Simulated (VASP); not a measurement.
Data:

```xyz
2
Lattice="0.0000 2.8065 2.8065 2.8065 0.0000 2.8065 2.8065 2.8065 0.0000" Properties=species:S:1:pos:R:3 pbc="T T T"
Ba     0.0000     0.0000     0.0000
O      2.8065     2.8065     2.8065
```

Calculation: PBE GGA with spin-orbit coupling, VASP's PBE PAW potentials (set 64) (plane waves; VASP 6.6.1). Run with 500 eV cut-off, 6×6×6 Γ-centred mesh, Gaussian smearing of 0.050 eV, potentials Ba_sv O.

Problem. What does the run give for the energy per atom (σ→0), band gap (on the k-mesh) with the smallest direct gap where there is one?

Solution. 
```yaml
band gap (on the k-mesh): 2.04 eV
smallest direct gap (on the k-mesh): 2.04 eV
energy per atom (σ→0): -6.002 eV/atom
```

The absolute energy has meaning only against runs of the same code, potentials and settings.

The structure comes from a computed database's BaO entry (Fm-3m); how it stands against other phases isn't given here. It was relaxed first.
